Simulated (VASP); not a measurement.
The system is TiN.

```
Ti N
1.0
     0.00000    2.10500    2.10500
     2.10500    0.00000    2.10500
     2.10500    2.10500    0.00000
Ti N
1 1
Direct
  0.00000 0.00000 0.00000
  0.50000 0.50000 0.50000
```

The cell was built by a generator and needn't be a form met in nature.

* Program: VASP 6.6.1
* Task: relaxation of cell and atoms
* Functional: LDA
* Potentials or basis: VASP PAW LDA potentials, release 64 (Ti_sv, N)
* Cutoff: 600 eV
* k mesh: 18 × 18 × 18
* Occupations: methfessel-paxton, width 0.1 eV
* Spin: no spin polarisation

At the start: pressure -7.4 GPa; volume 9.33 Å³/atom.

Problem. Where does the relaxation end?

Solution. Over 4 steps the energy falls by 5.3 meV/atom and the volume is 9.10 Å³/atom (-2.4 %); space group Fm-3m (No. 225, to 0.05 Å).

Step by step:
```csv
step,energy change (eV),largest force (eV/Å),pressure (GPa),volume (Å³)
1,0.0000,0.0000,-7.37,18.65
2,0.0166,0.0000,13.15,17.52
3,-0.0106,0.0000,-0.10,18.21
4,-0.0106,0.0000,0.06,18.20
```

Final structure:
```xyz
2
Lattice="0.0000 2.0877 2.0877 2.0877 0.0000 2.0877 2.0877 2.0877 0.0000" Properties=species:S:1:pos:R:3 pbc="T T T"
Ti    2.0877    2.0877    4.1755
N     2.0877    2.0877    2.0877
```
